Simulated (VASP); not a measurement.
# LiTlSe2 (P-4m2) in VASP: further runs

Aim: see how the results for LiTlSe2 move with the level of theory and the settings. Levels: HSE06, PBE. Tasks: single point.

Everything below comes from runs of VASP 6.6.1. Logs are shortened: lines on timing, memory, paths and dates and some standing lists are left out, and cuts for length are marked.

## 1. The crystal as given

The structure is tetragonal, space group P-4m2 (No. 115). The conventional cell has a = 4.264 Å, b = 4.264 Å, c = 5.980 Å, α = 90.00°, β = 90.00°, γ = 90.00°. Li (site symmetry -4m2) is surrounded by 4 Se at 2.53 Å. Around Se (site symmetry 2mm) lie 2 Li at 2.53 Å and 2 Tl at 2.68 Å. Tl (site symmetry -4m2) is surrounded by 4 Se at 2.68 Å.

The cell was built by a generator and needn't be a form met in nature.

## 2. Single point, HSE06

POSCAR

```
LiTlSe2
1.0
    4.2639248130      0.0000000000      0.0000000000
    0.0000000000      4.2639248130      0.0000000000
    0.0000000000      0.0000000000      5.9802485926
Li Se Tl
1 2 1
Direct
    0.0000000000      0.0000000000      0.0000000000
    0.0000000000      0.5000000000      0.2292133967
    0.5000000000      0.0000000000      0.7707866033
    0.5000000000      0.5000000000      0.5000000000
```

INCAR.step1

```
SYSTEM = LiTlSe2
PREC = Accurate
ENCUT = 520
EDIFF = 1E-5
ISMEAR = 0
SIGMA = 0.01
LREAL = .False.
LASPH = .True.
NELM = 100
ALGO = Normal
ISIF = 2
LWAVE = .True.
LCHARG = .False.
GGA = PE
NBANDS = 22
```

INCAR.step2

```
SYSTEM = LiTlSe2
PREC = Accurate
ENCUT = 520
EDIFF = 1E-6
ISMEAR = 0
SIGMA = 0.01
LREAL = .False.
LASPH = .True.
NELM = 100
ALGO = Normal
ISIF = 2
LWAVE = .False.
LCHARG = .False.
GGA = PE
LHFCALC = .True.
HFSCREEN = 0.2079
PRECFOCK = Normal
ISTART = 1
NBANDS = 22
```

KPOINTS

```
regular mesh
0
Gamma
  4 4 2
  0 0 0
```

Potentials or basis: VASP PAW PBE potentials, release 64 (Li_sv, Se, Tl_d).

Launch:

```sh
$ cat potpaw_PBE.64/Li_sv/POTCAR potpaw_PBE.64/Se/POTCAR potpaw_PBE.64/Tl_d/POTCAR > POTCAR
$ cp INCAR.step1 INCAR
$ mpirun -np 1 vasp_std > vasp.out
$ cp INCAR.step2 INCAR
$ mpirun -np 1 vasp_std > vasp.out
```

OUTCAR:

```text
SYSTEM = LiTlSe2
   PREC = Accurate
   ENCUT = 520
   EDIFF = 1E-6
   ISMEAR = 0
   LREAL = .False.
   LASPH = .True.
   NELM = 100
   ISIF = 2
   GGA = PE
   LHFCALC = .True.
   HFSCREEN = 0.2079
   PRECFOCK = Normal
   ISTART = 1

 ion  position               nearest neighbor table
   1  0.000  0.000  0.000-   2 2.53   3 2.53   2 2.53   3 2.53
   2  0.000  0.500  0.229-   1 2.53   1 2.53   4 2.68   4 2.68
   3  0.500  0.000  0.771-   1 2.53   1 2.53   4 2.68   4 2.68
   4  0.500  0.500  0.500-   2 2.68   3 2.68   3 2.68   2 2.68

  LATTYP: Found a simple tetragonal cell.
 ALAT       =     4.2639248130
 C/A-ratio  =     1.4025220554

  Lattice vectors:

 A1 = (   4.2639248130,   0.0000000000,   0.0000000000)
 A2 = (   0.0000000000,   4.2639248130,   0.0000000000)
 A3 = (   0.0000000000,   0.0000000000,   5.9802485926)

Analysis of symmetry for initial positions (statically):
=====================================================================
 Subroutine PRICEL returns:
 Original cell was already a primitive cell.

 Routine SETGRP: Setting up the symmetry group for a
 simple tetragonal supercell.

 Subroutine GETGRP returns: Found  8 space group operations
 (whereof  8 operations were pure point group operations)
 out of a pool of 16 trial point group operations.

The static configuration has the point symmetry D_2d.

Analysis of symmetry for dynamics (positions and initial velocities):
=====================================================================
 Subroutine PRICEL returns:
 Original cell was already a primitive cell.

 Routine SETGRP: Setting up the symmetry group for a
 simple tetragonal supercell.

 Subroutine GETGRP returns: Found  8 space group operations
 (whereof  8 operations were pure point group operations)
 out of a pool of 16 trial point group operations.

The dynamic configuration has the point symmetry D_2d.

 Subroutine INISYM returns: Found  8 space group operations
 (whereof  8 operations are pure point group operations),
 and found     1 'primitive' translations

----------------------------------------------------------------------------------------

                                     Primitive cell

  volume of cell :     108.7272

[... 85 lines left out ...]
   ISIF   =      2    stress and relaxation
   ISYM   =      3    0-nonsym 1-usesym 2-fastsym
   POTIM  = 0.5000    time-step for ionic-motion
   TEBEG  =    0.0;   TEEND  =   0.0 temperature during run
   PSTRESS=    0.0 pullay stress
   NELECT =      28.0000    total number of electrons
   NUPDOWN=      -1.0000    fix difference up-down
   EMIN   =  10.00;   EMAX   =-10.00  energy-range for DOS
   EFERMI =   0.00;   METHOD = LEGACY
   ISMEAR =     0;   SIGMA  =   0.01  broadening in eV -4-tet -1-fermi 0-gaus
   EFERMI_NEDOS =   21; number of points for ismear=-14 and -15
   IALGO  =     38    algorithm
   IMIX   =      1    mixing-type and parameters
     AMIX     =   0.40;   BMIX     =  1.00
     AMIX_MAG =   1.60;   BMIX_MAG =  1.00
  volume/ion in A,a.u.               =      27.18       183.43
  Fermi-wavevector in a.u.,A,eV,Ry     =   1.041553  1.968250 14.760046  1.084833
  Thomas-Fermi vector in A             =   2.176179
   LORBIT       =      0    0 simple, 1 ext, 2 COOP (PROOUT), +10 PAW based schemes
   GGA     = PE    functional components
   LHFCALC =     T    Hartree Fock is set to
   PRECFOCK=normal    Normal, Fast or Accurate (Low or Medium for compatibility)
   ENCUT4O =  -1.0   cutoff for four orbital integrals eV
   NKREDX  =     1    reduce k-point grid by
   NKREDY  =     1    reduce k-point grid by
   NKREDZ  =     1    reduce k-point grid by
   AEXX    =    0.2500 exact exchange contribution
   HFSCREEN=    0.2079 screening length (either q_TF or 0.3 A-1)
   HFSCREENC=   0.2079 screening length for correlation (either q_TF or 0.3 A-1)
   ENCUTFOCK=  -1.0 apply spherical cutoff to Coloumb kernel
   IVDW    =     0    specifies the selected vdW correction
   LEPSILON=     F    determine dielectric tensor
   LRPA    =     F    only Hartree local field effects (RPA)
 non-spin polarized calculation
 Gauss-broadening in eV      SIGMA  =   0.01
  energy-cutoff  :      520.00
  volume of cell :      108.73
 maximum number of plane-waves:      2944
 NGX is ok and might be reduce to    32
  NGX = 24; NGY = 24; NGZ = 36

 number of electron      27.9999999 magnetization

 Free energy of the ion-electron system (eV)
  ---------------------------------------------------
  ext. energy  EPLUGINS =         0.00000000
  ---------------------------------------------------
  free energy    TOTEN  =       -16.18780296 eV

  energy without entropy =      -16.18780296  energy(sigma->0) =      -16.18780296

 E-fermi :   1.2438     XC(G=0):  -6.9947

 val. band max:        1.1251267277   @ k =   0.0000   0.0000   0.0000
 cond. band min:       2.2919832514   @ k =   0.0000   0.0000   0.0000
 fundamental gap:      1.1668565237
 Fermi energy:         1.2437802933

 k-point     1 :       0.0000    0.0000    0.0000
  band No.  band energies     occupation
      1     -46.4483      2.00000
      2     -12.3756      2.00000
      3     -12.1471      2.00000
      4     -10.9805      2.00000
      5     -10.9805      2.00000
      6     -10.8515      2.00000
[... 289 lines left out ...]
     21       9.9003      0.00000
     22      11.4100      0.00000

------------------------ aborting loop because EDIFF is reached ----------------------------------------

  FORCE on cell =-STRESS in cart. coord.  units (eV):
  Direction    XX          YY          ZZ          XY          YZ          ZX
  --------------------------------------------------------------------------------------
  -------------------------------------------------------------------------------------
  Total       -0.2317163     -0.2317163     -0.3515189      0.0000000      0.0000000      0.0000000
  in kB       -3.4145143     -3.4145143     -5.1798947      0.0000000      0.0000000      0.0000000
  external PRESSURE =      -4.0029745 kB  Pullay stress =       0.0000000 kB

 VOLUME and BASIS-vectors are now :
 -----------------------------------------------------------------------------
  energy-cutoff  :      520.00
  volume of cell :      108.73
      direct lattice vectors                 reciprocal lattice vectors
     4.263924813  0.000000000  0.000000000     0.234525711  0.000000000  0.000000000
     0.000000000  4.263924813  0.000000000     0.000000000  0.234525711  0.000000000
     0.000000000  0.000000000  5.980248593     0.000000000  0.000000000  0.167217129

 POSITION                                       TOTAL-FORCE (eV/Angst)
 -----------------------------------------------------------------------------------
      0.00000      0.00000      0.00000         0.000000      0.000000      0.000000
      0.00000      2.13196      1.37075         0.000000      0.000000      0.124564
      2.13196      0.00000      4.60950         0.000000     -0.000000     -0.124564
      2.13196      2.13196      2.99012        -0.000000      0.000000      0.000000
 -----------------------------------------------------------------------------------
    total drift:                                0.000000      0.000000     -0.000017

  FREE ENERGIE OF THE ION-ELECTRON SYSTEM (eV)
  ---------------------------------------------------
  free  energy   TOTEN  =       -16.1878029590 eV

  energy  without entropy=      -16.1878029590  energy(sigma->0) =      -16.18780296
```

OUTCAR.step1:

```text
SYSTEM = LiTlSe2
   PREC = Accurate
   ENCUT = 520
   EDIFF = 1E-5
   ISMEAR = 0
   LREAL = .False.
   LASPH = .True.
   NELM = 100
[... 515 lines left out ...]
      0.00000      2.13196      1.37075        -0.000000      0.000000     -0.207408
      2.13196      0.00000      4.60950        -0.000000      0.000000      0.207408
      2.13196      2.13196      2.99012         0.000000     -0.000000     -0.000000
 -----------------------------------------------------------------------------------
    total drift:                                0.000000      0.000000     -0.000000

  FREE ENERGIE OF THE ION-ELECTRON SYSTEM (eV)
  ---------------------------------------------------
  free  energy   TOTEN  =       -13.5652031488 eV

  energy  without entropy=      -13.5652031488  energy(sigma->0) =      -13.56520315
```

Wall time 13 min (1 thread of Intel Xeon Platinum 8375C at 2.90GHz (Ice Lake), shared host); peak memory 0.36 GiB.

Results:

- Free energy: -16.1878 eV
- Largest force: 0.125 eV/Å
- Band gap on the k mesh: 1.17 eV, direct

Forces in eV/Å, atoms in the order of the input:
```
Li   0.000  0.000  0.000
Se   0.000  0.000  0.125
Se   0.000  0.000 -0.125
Tl   0.000  0.000  0.000
```

Caveat: the k mesh is coarse (spacing up to 0.53 Å⁻¹), so the values aren't converged, least of all with exact exchange; the cutoff is under 1.25 times the usual one of these potentials, so pressure, stress and relaxed cells hold a basis-set (Pulay) error; the PAW data sets were made with another functional, which shifts forces and pressure a little; spin-orbit coupling is left out, which as a rule narrows the gap of such compounds by several tenths of an eV. A k mesh can miss the band edges.

## 3. Single point, PBE

INCAR

```
SYSTEM = LiTlSe2
PREC = Accurate
ENCUT = 520
EDIFF = 1E-7
ISMEAR = 0
SIGMA = 0.01
LREAL = .FALSE.
LASPH = .TRUE.
NELM = 100
ALGO = Normal
ISIF = 2
LWAVE = .FALSE.
LCHARG = .FALSE.
GGA = PE
NBANDS = 22
```

KPOINTS

```
Automatic mesh
0
G
  4 4 4
  0 0 0
```

POSCAR is that of step 2.

Potentials or basis: VASP PAW PBE potentials, release 64 (Li_sv, Se, Tl_d).

Launch:

```sh
$ cat potpaw_PBE.64/Li_sv/POTCAR potpaw_PBE.64/Se/POTCAR potpaw_PBE.64/Tl_d/POTCAR > POTCAR
$ mpirun -np 1 vasp_std > vasp.out
```

Wall time 26 s (1 thread of Intel Xeon Platinum 8375C at 2.90GHz (Ice Lake), shared host); peak memory 0.23 GiB.

Results (log left out):

```
Free energy            : -13.5721 eV
Largest force          : 0.207 eV/Å
Band gap on the k mesh : 0.43 eV, direct
```

Forces on the atoms (eV/Å):
```
Li   0.000  0.000  0.000
Se   0.000  0.000 -0.207
Se   0.000  0.000  0.207
Tl   0.000  0.000  0.000
```

Levels at points of the mesh, in eV from the valence-band top:
```
           k point  band 11  band 12  band 13  band 14  band 15  band 16  band 17  band 18
(0.00, 0.00, 0.00)    -1.69    -0.23     0.00     0.00     0.43     3.26     5.18     5.76
(0.50, 0.00, 0.00)    -2.11    -1.67    -0.97    -0.46     2.18     5.38     5.53     6.27
(0.50, 0.50, 0.00)    -2.00    -1.70    -1.70    -1.08     1.60     3.25     3.25     6.49
(0.00, 0.00, 0.50)    -1.20    -1.20    -0.71    -0.71     2.05     3.36     5.01     6.71
(0.50, 0.00, 0.50)    -0.90    -0.87    -0.53    -0.45     0.75     4.85     5.64     6.13
(0.50, 0.50, 0.50)    -2.03    -2.03    -1.71    -1.48     3.07     5.22     5.22     6.91
```

Caveat: the cutoff is under 1.25 times the usual one of these potentials, so pressure, stress and relaxed cells hold a basis-set (Pulay) error; spin-orbit coupling is left out, which as a rule narrows the gap of such compounds by several tenths of an eV. A k mesh can miss the band edges.

## 4. Single point, PBE

INCAR

```
PREC = Accurate ; ENCUT = 520
EDIFF = 1E-7 ; ISMEAR = 0
SIGMA = 0.01 ; LREAL = False
LASPH = True ; NELM = 100
ALGO = Normal ; ISIF = 2
LWAVE = False ; LCHARG = False
GGA = PE ; NBANDS = 22
```

KPOINTS

```
regular mesh
0
Gamma
  4 4 4
```

POSCAR is that of step 3.

Launch:

```sh
$ cat potpaw_PBE.64/Li_sv/POTCAR potpaw_PBE.64/Se/POTCAR potpaw_PBE.64/Tl_d/POTCAR > POTCAR
$ mpirun -np 1 vasp_std > vasp.out
```

Wall time 29 s (1 thread of Intel Xeon Platinum 8375C at 2.90GHz (Ice Lake), shared host); peak memory 0.23 GiB.

Results (log left out):

```
Free energy            : -13.5721 eV
Largest force          : 0.207 eV/Å
Band gap on the k mesh : 0.43 eV, direct
```

Forces on the atoms (eV/Å):
```
Li   0.000  0.000  0.000
Se   0.000  0.000 -0.207
Se   0.000  0.000  0.207
Tl   0.000  0.000  0.000
```

Levels at points of the mesh, in eV from the valence-band top:
| k point | band 10 | band 11 | band 12 | band 13 | band 14 | band 15 | band 16 | band 17 | band 18 | band 19 |
| --- | --- | --- | --- | --- | --- | --- | --- | --- | --- | --- |
| (0.00, 0.00, 0.00) | -1.69 | -1.69 | -0.23 | 0.00 | 0.00 | 0.43 | 3.26 | 5.18 | 5.76 | 5.76 |
| (0.50, 0.00, 0.00) | -2.16 | -2.11 | -1.67 | -0.97 | -0.46 | 2.18 | 5.38 | 5.53 | 6.27 | 6.39 |
| (0.50, 0.50, 0.00) | -2.12 | -2.00 | -1.70 | -1.70 | -1.08 | 1.60 | 3.25 | 3.25 | 6.49 | 9.27 |
| (0.00, 0.00, 0.50) | -1.39 | -1.20 | -1.20 | -0.71 | -0.71 | 2.05 | 3.36 | 5.01 | 6.71 | 6.75 |
| (0.50, 0.00, 0.50) | -3.01 | -0.90 | -0.87 | -0.53 | -0.45 | 0.75 | 4.85 | 5.64 | 6.13 | 6.74 |
| (0.50, 0.50, 0.50) | -2.83 | -2.03 | -2.03 | -1.71 | -1.48 | 3.07 | 5.22 | 5.22 | 6.91 | 6.91 |

Caveat: the cutoff is under 1.25 times the usual one of these potentials, so pressure, stress and relaxed cells hold a basis-set (Pulay) error; spin-orbit coupling is left out, which as a rule narrows the gap of such compounds by several tenths of an eV. A k mesh can miss the band edges.
